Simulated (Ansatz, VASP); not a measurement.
**Sn2As3: VASP beside Ansatz**

```
CELL_PARAMETERS angstrom
5.81728 0.00000 0.00000
-2.90864 5.03791 0.00000
0.00000 0.00000 4.92408
ATOMIC_POSITIONS crystal
Sn 0.33333 0.66667 0.00000
Sn 0.66667 0.33333 0.00000
As 0.50000 0.00000 0.50000
As 0.00000 0.50000 0.50000
As 0.50000 0.50000 0.50000
```

Alike in both runs: functional PBE; k mesh 6 × 6 × 2; occupations gaussian, width 0.1 eV; no spin polarisation.

Ansatz relaxed the structure, and its values are those at the end. VASP's run is a single point on that final structure, the one shown.

```csv
,VASP,Ansatz
version,VASP 6.6.1,Ansatz 0.2.0
potentials or method,"VASP PAW PBE potentials, release 64 (Sn_d, As)","scalar-relativistic, plane waves, PAW"
plane-wave cutoff (eV),520,420
valence electrons in the cell,43,73
```

|  | VASP | Ansatz | Ansatz less VASP |
| --- | --- | --- | --- |
| gap on the k mesh at the Fermi level (eV) | none | none | - |
| pressure (GPa) | -0.2 | -0.2 | -0.02 |

A gap of «none» marks a metal or a gap that the smearing closes. With one functional, cell and mesh, what is left measures potentials, basis and numerics. The two sets of potentials don't hold the same shells in valence.

Caveats: the k mesh is coarse (spacing up to 0.64 Å⁻¹), so the values aren't converged.
